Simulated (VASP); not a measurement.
Given:

```yaml
crystal:
  lattice:
    - [0.00000, 3.10709, 3.10709]
    - [3.10709, 0.00000, 3.10709]
    - [3.10709, 3.10709, 0.00000]
  atoms:
    - { symbol: Sn, position: [0.00000, 0.00000, 0.00000] }
    - { symbol: Te, position: [0.50000, 0.50000, 0.50000] }
```

All values below come from SCAN meta-GGA, VASP's PBE PAW potentials (set 64) (plane waves; VASP). Run with 520 eV cut-off, 7×7×7 Γ-centred mesh, Gaussian smearing of 0.050 eV, potentials Sn_d Te.

**Question.** Give the stress tensor in GPa (positive for a compressed cell).

**Answer.** 
```
2.96  0.00  0.00
0.00  2.96  0.00
0.00  0.00  2.96
```
The pressure is its mean diagonal, 2.96 GPa.

The compound is SnTe in the rock salt structure, which distorts at low temperature. This cell is one point of a volume scan, at 0.94 of the reference volume.
